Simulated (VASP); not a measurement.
Data:

```yaml
crystal:
  lattice:
    - [3.99416, 0.00000, 0.00000]
    - [0.00000, 3.99416, 0.00000]
    - [0.00000, 0.00000, 3.99416]
  atoms:
    - { symbol: Zn, position: [0.00000, 0.00000, 0.00000] }
    - { symbol: C, position: [0.50000, 0.50000, 0.50000] }
    - { symbol: Cr, position: [0.00000, 0.50000, 0.50000], spin: 3.0 }
    - { symbol: Cr, position: [0.50000, 0.50000, 0.00000], spin: 3.0 }
    - { symbol: Cr, position: [0.50000, 0.00000, 0.50000], spin: 3.0 }
```

Method: PBE GGA, VASP's PBE PAW potentials (set 64) (plane waves; VASP). Run with 520 eV cut-off, 5×5×5 Γ-centred mesh, Gaussian smearing of 0.050 eV, potentials Zn C Cr_pv.

The moments were started parallel, and other spin orders were not tried in this run.

Give the stress tensor in GPa (positive for a compressed cell).

```
-7.94   0.00   0.00
 0.00  -7.94   0.00
 0.00   0.00  -7.94
```
The pressure is its mean diagonal, -7.94 GPa.

The structure was generated: ZnCr3C was put into the cubic-perovskite type (Pm-3m), which need not be its known phase. The cell was not relaxed at this level. The k-mesh is coarse (spacing up to 0.31 per Å, 2π included), so the numbers may not be converged in it.
